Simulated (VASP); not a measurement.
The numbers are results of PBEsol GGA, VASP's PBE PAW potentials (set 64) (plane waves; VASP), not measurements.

VASP ran on this input.

KPOINTS:
```
Automatic mesh
0
Gamma
8 8 8
0 0 0
```

**POSCAR**
```
GaAs
1
    0.0000000000     2.7285948294     2.7285948294
    2.7285948294     0.0000000000     2.7285948294
    2.7285948294     2.7285948294     0.0000000000
Ga As
1 1
Direct
  0.0000000000   0.0000000000   0.0000000000
  0.2500000000   0.2500000000   0.2500000000
```

**INCAR**
```
ALGO = Normal
EDIFF = 1E-6
EDIFFG = -0.02
ENCUT = 500
GGA = PS
IBRION = 2
ISIF = 3
ISMEAR = 0
LASPH = T
LCHARG = F
LMAXMIX = 4
LREAL = F
LWAVE = F
NELM = 100
NSW = 40
PREC = Accurate
PSTRESS = 200
SIGMA = 0.05
SYSTEM = GaAs
```

POTCAR, in this order: Ga_d As (PBE.64 set). Program: vasp_std.

What VASP printed:

**OSZICAR**
```
       N       E                     dE             d eps       ncg     rms          rms(c)
DAV:   1     0.796882123795E+02    0.79688E+02   -0.92249E+03   778   0.190E+03
DAV:   2    -0.304883873724E+01   -0.82737E+02   -0.80107E+02   814   0.325E+02
DAV:   3    -0.909737759246E+01   -0.60485E+01   -0.60222E+01   944   0.747E+01
DAV:   4    -0.918843124160E+01   -0.91054E-01   -0.91022E-01   860   0.103E+01
DAV:   5    -0.918992630233E+01   -0.14951E-02   -0.14950E-02   917   0.114E+00    0.333E+00
DAV:   6    -0.899876174867E+01    0.19116E+00   -0.28642E-01  1170   0.129E+01    0.199E+00
DAV:   7    -0.895543170631E+01    0.43330E-01   -0.89644E-02  1122   0.304E+00    0.554E-01
DAV:   8    -0.895356909639E+01    0.18626E-02   -0.11478E-02   879   0.157E+00    0.145E-01
DAV:   9    -0.895369764336E+01   -0.12855E-03   -0.87394E-04   917   0.387E-01    0.400E-02
DAV:  10    -0.895371875306E+01   -0.21110E-04   -0.68117E-05  1039   0.111E-01    0.212E-02
DAV:  11    -0.895373531486E+01   -0.16562E-04   -0.20707E-05   834   0.549E-02    0.310E-03
DAV:  12    -0.895373533502E+01   -0.20163E-07   -0.84077E-07   622   0.174E-02
   1 F= -.38818834E+01 E0= -.38818834E+01  d E =-.388188E+01
       N       E                     dE             d eps       ncg     rms          rms(c)
DAV:   1    -0.141808279970E+02   -0.52271E+01   -0.64930E+01   984   0.154E+02    0.158E+01
DAV:   2    -0.899702497196E+01    0.51838E+01   -0.15768E+01   954   0.183E+02    0.558E+00
DAV:   3    -0.815933329303E+01    0.83769E+00   -0.71737E-01   878   0.103E+01    0.266E+00
DAV:   4    -0.793836358828E+01    0.22097E+00   -0.10040E-01  1009   0.448E+00    0.831E-01
DAV:   5    -0.792945003697E+01    0.89136E-02   -0.12143E-02  1153   0.193E+00    0.328E-01
DAV:   6    -0.792672141746E+01    0.27286E-02   -0.21739E-03  1061   0.662E-01    0.648E-02
DAV:   7    -0.792673839787E+01   -0.16980E-04   -0.14058E-04   904   0.163E-01    0.628E-03
DAV:   8    -0.792673824147E+01    0.15640E-06   -0.85352E-06   991   0.818E-02
   2 F= -.37345691E+01 E0= -.37345691E+01  d E =0.147314E+00
       N       E                     dE             d eps       ncg     rms          rms(c)
DAV:   1    -0.106948991476E+02   -0.27682E+01   -0.28803E+01   989   0.149E+02    0.801E+00
DAV:   2    -0.916005474902E+01    0.15348E+01   -0.22843E+00   939   0.343E+01    0.385E+00
DAV:   3    -0.872996421991E+01    0.43009E+00   -0.65055E-01   999   0.194E+01    0.646E-01
DAV:   4    -0.869376749180E+01    0.36197E-01   -0.79898E-02   909   0.635E+00    0.281E-01
DAV:   5    -0.869092965234E+01    0.28378E-02   -0.78110E-03   899   0.210E+00    0.146E-01
DAV:   6    -0.869014894419E+01    0.78071E-03   -0.22826E-03   929   0.113E+00    0.423E-02
DAV:   7    -0.869006695128E+01    0.81993E-04   -0.51990E-04   994   0.619E-01    0.144E-02
DAV:   8    -0.869007573644E+01   -0.87852E-05   -0.83253E-05   859   0.118E-01    0.144E-02
DAV:   9    -0.869007584798E+01   -0.11153E-06   -0.26411E-06   809   0.160E-02
   3 F= -.39816786E+01 E0= -.39816786E+01  d E =-.997952E-01
       N       E                     dE             d eps       ncg     rms          rms(c)
DAV:   1    -0.868291972049E+01    0.71560E-02   -0.52668E-03   989   0.170E+00    0.118E-01
DAV:   2    -0.868259855671E+01    0.32116E-03   -0.58132E-04   944   0.705E-01    0.527E-02
DAV:   3    -0.868252169811E+01    0.76859E-04   -0.79893E-05   994   0.222E-01    0.127E-02
DAV:   4    -0.868251400234E+01    0.76958E-05   -0.95688E-06   923   0.489E-02    0.357E-03
DAV:   5    -0.868251340241E+01    0.59993E-06   -0.35311E-07   387   0.978E-03
   4 F= -.39817617E+01 E0= -.39817617E+01  d E =-.998783E-01
```

OUTCAR:
```
------------------------ aborting loop because EDIFF is reached ----------------------------------------
  FORCE on cell =-STRESS in cart. coord.  units (eV):
  Direction    XX          YY          ZZ          XY          YZ          ZX
  --------------------------------------------------------------------------------------
  Total        4.6984877      4.6984877      4.6984877      0.0000000     -0.0000000     -0.0000000
  in kB      199.9036760    199.9036760    199.9036760      0.0000000     -0.0000000     -0.0000000
  external PRESSURE =      -0.0963240 kB  Pullay stress =     200.0000000 kB
  volume of cell :       37.66
      direct lattice vectors                 reciprocal lattice vectors
     0.000000000  2.660353213  2.660353213    -0.187944968  0.187944968  0.187944968
     2.660353213 -0.000000000  2.660353213     0.187944968 -0.187944968  0.187944968
     2.660353213  2.660353213 -0.000000000     0.187944968  0.187944968 -0.187944968
  FREE ENERGIE OF THE ION-ELECTRON SYSTEM (eV)
  ---------------------------------------------------
  free  energy   TOTEN  =        -8.6825134024 eV

  energy  without entropy=       -8.6825134024  energy(sigma->0) =       -8.68251340
  enthalpy is  TOTEN    =        -3.9817616873 eV   P V=        4.7007517151

 reached required accuracy - stopping structural energy minimisation
```
(Selected blocks of OUTCAR.)

CONTCAR:
```
GaAs
   1.00000000000000
     0.0000000000000000    2.6603532131218386    2.6603532131218386
     2.6603532131218386   -0.0000000000000000    2.6603532131218386
     2.6603532131218386    2.6603532131218386   -0.0000000000000000
  Ga              As
     1     1
Direct
     1.0000000000000000    1.0000000000000000    1.0000000000000000
     0.2500000000000000    0.2500000000000000    0.2500000000000000
```

Energy and stress use the plane-wave basis of the starting cell.

The compound is GaAs in the zinc blende structure. This run relaxes it under an external pressure of 20 GPa. Symmetry was kept, so distortions that lower it aren't found.
